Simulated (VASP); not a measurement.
Input:

```
InSb
1.0
    0.00000     3.25920     3.25920
    3.25920     0.00000     3.25920
    3.25920     3.25920     0.00000
In Sb
1 1
Direct
  0.00000   0.00000   0.00000
  0.25000   0.25000   0.25000
```

All values below come from PBEsol GGA, VASP's PBE PAW potentials (set 64) (plane waves; VASP). Numerical set-up: 480 eV cut-off, 10×10×10 Γ-centred mesh, first-order Methfessel-Paxton smearing of 0.10 eV, potentials In_d Sb.

Each relaxation starts from this cell; other phases were not tried.

The cell is relaxed at 2 GPa. What happens?

The volume per atom goes from 34.62 to 33.22 Å³ (-4.1 %), and the cell becomes a = b = c = 6.429 Å, α = β = γ = 90.00°, space group F-43m.

The cell is relaxed at 15 GPa. What happens?

The volume per atom goes from 34.62 to 28.05 Å³ (-19.0 %), and the cell becomes a = b = c = 6.077 Å, α = β = γ = 90.00°, space group F-43m.

Failed runs are left out, and for metals the shear rows, which the mesh's noise covers.

The compound is InSb in the zinc blende structure.
